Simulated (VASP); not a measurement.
The system is NbP.

```
Nb P
1.0
    -1.67492    1.67492    5.74011
     1.67492   -1.67492    5.74011
     1.67492    1.67492   -5.74011
Nb P
2 2
Direct
  0.74988 0.74988 0.00000
  0.49988 0.99988 0.50000
  0.33275 0.33275 0.00000
  0.08275 0.58275 0.50000
```

The cell is a database's computed one.

* Program: VASP 6.6.1
* Task: relaxation of cell and atoms
* Functional: PBE
* Potentials or basis: VASP PAW PBE potentials, release 64 (Nb_sv, P)
* Cutoff: 600 eV
* k mesh: 13 × 13 × 13
* Occupations: gaussian, width 0.1 eV
* Spin: no spin polarisation

At the start: pressure -1.4 GPa; volume 16.10 Å³/atom.

Question: How do energy, volume and symmetry change on relaxing?

Answer: Over 7 steps the energy falls by 5.3 meV/atom and the volume is 15.98 Å³/atom (-0.8 %); space group I4_1md (No. 109, to 0.05 Å).

Step by step:
```tsv
step	energy change (eV)	largest force (eV/Å)	pressure (GPa)	volume (Å³)
1	0.0000	0.0143	-1.42	64.41
2	0.0042	0.0138	2.59	63.09
3	-0.0209	0.0124	-0.01	63.91
4	-0.0209	0.0122	0.02	63.90
5	-0.0211	0.0127	0.02	63.89
6	-0.0211	0.0130	0.02	63.88
7	-0.0211	0.0021	-0.03	63.90
```

Final structure:
```
CELL_PARAMETERS angstrom
-1.67243 1.67243 5.71145
1.67243 -1.67243 5.71145
1.67243 1.67243 -5.71145
ATOMIC_POSITIONS crystal
Nb 0.75003 0.75003 0.00000
Nb 0.50003 0.00003 0.50000
P 0.33260 0.33260 0.00000
P 0.08260 0.58260 0.50000
```
